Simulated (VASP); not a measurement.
Here is the system:

```
CELL_PARAMETERS angstrom
      3.75162     0.00000     0.00000
     -1.87581     3.24899     0.00000
      0.00000     0.00000     6.33346
ATOMIC_POSITIONS crystal
  Sn 0.00000 0.00000 0.00000
  Se 0.66667 0.33333 0.75710
  Se 0.33333 0.66667 0.24290
```

Calculation: PBEsol GGA, VASP's PBE PAW potentials (set 64) (plane waves; VASP). Settings: 300 eV cut-off, 10×10×5 Γ-centred mesh, Gaussian smearing of 0.010 eV, potentials Sn_d Se.

Unless said otherwise, spin-orbit coupling is left out, though it shifts the bands of the heavy elements here.

Give the energies of bands 8 to 16 at the high-symmetry points, in eV from the valence-band maximum.

```csv
band,Γ,M,K,A,L,H
8,-6.11,-7.32,-7.57,-5.31,-7.43,-7.52
9,-0.58,-4.70,-3.87,-2.09,-5.03,-4.26
10,-0.58,-2.92,-3.87,-0.64,-2.50,-4.26
11,-0.25,-2.62,-3.52,-0.64,-2.16,-3.79
12,-0.21,-1.16,-1.46,-0.11,-0.81,-0.52
13,-0.21,-0.28,-1.46,-0.11,-0.56,-0.52
14,1.30,1.12,1.53,2.58,0.78,2.51
15,3.04,3.80,6.49,3.02,4.18,4.69
16,4.74,5.39,6.49,4.54,4.74,4.69
```

The gap is indirect, 0.75 eV, from the valence maximum at (0.10, 0.00, 0.20) to the conduction minimum at (0.50, 0.00, 0.40).

The structure comes from a computed database's SnSe2 entry; how it stands against other phases isn't given here. The cell was not relaxed at this level.
